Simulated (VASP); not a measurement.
Consider the following.

```yaml
crystal:
  lattice:
    - [0.00000, 3.12706, 3.12706]
    - [3.12706, 0.00000, 3.12706]
    - [3.12706, 3.12706, 0.00000]
  atoms:
    - { symbol: Zr, position: [0.00000, 0.00000, 0.00000] }
    - { symbol: S, position: [0.25000, 0.25000, 0.25000] }
    - { symbol: S, position: [0.75000, 0.75000, 0.75000] }
```

Computed with r2SCAN meta-GGA, VASP's PBE PAW potentials (set 64) (plane waves; VASP 6.6.1). Settings: 400 eV cut-off, 7×7×7 Γ-centred mesh, tetrahedra with Blöchl corrections, potentials Zr_sv S.

Question: Predict the energy per atom (σ→0), band gap (over mesh and band path) with the smallest direct gap where there is one.

Answer: 
* **band gap (over mesh and band path)**: 0.13 eV
* **smallest direct gap (over mesh and band path)**: 0.22 eV
* **energy per atom (σ→0)**: -14.426 eV/atom

The absolute energy has meaning only against runs of the same code, potentials and settings.

The structure was generated: ZrS2 was put into the fluorite type (Fm-3m), which need not be its known phase. It was relaxed first, which changed the volume by +9 %.
